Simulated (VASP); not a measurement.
NaI (rock salt): the band gap from VASP (plane waves, PAW) at several levels of theory. Gaps are without spin-orbit coupling. Each level names its cell: its own relaxed one, PBE's, or the starting one. A gap is the smallest over the k-mesh and a band path; hybrids may have named points in place of the path, and GW has the mesh alone. The mesh is coarse and the basis finite, so the quasiparticle values are not converged. The errors mix the missing spin-orbit coupling with the functional's own.

| level | band gap (eV) | error against measurement (eV) |
|---|---|---|
| LDA (own cell) | 3.63 | -2.27 |
| PBE (own cell) | 3.57 | -2.33 |
| PBEsol (own cell) | 3.58 | -2.32 |
| r2SCAN (own cell) | 4.48 | -1.42 |
| PBE0 (PBE cell) | 5.25 | -0.65 |
| Hartree-Fock (PBE cell) | 10.70 | +4.80 |
| G0W0@PBE (starting cell) | 5.70 | -0.20 |

Measured: 5.90 eV (as given by Abedi et al., (2022), arXiv:2211.14644).

The cell of the LDA (own cell) run:

```yaml
crystal:
  lattice:
    - [0.00000, 3.13119, 3.13119]
    - [3.13119, 0.00000, 3.13119]
    - [3.13119, 3.13119, 0.00000]
  atoms:
    - { symbol: Na, position: [0.00000, 0.00000, 0.00000] }
    - { symbol: I, position: [0.50000, 0.50000, 0.50000] }
```

Only levels that ran to the end are used. Left out are those held back, those with too coarse a band path, GW runs whose mesh misses a band edge, hybrids' fits of cells that aren't cubic and levels without matching references; a question may draw on a part of the rest.

The compound is NaI in the rock salt structure.
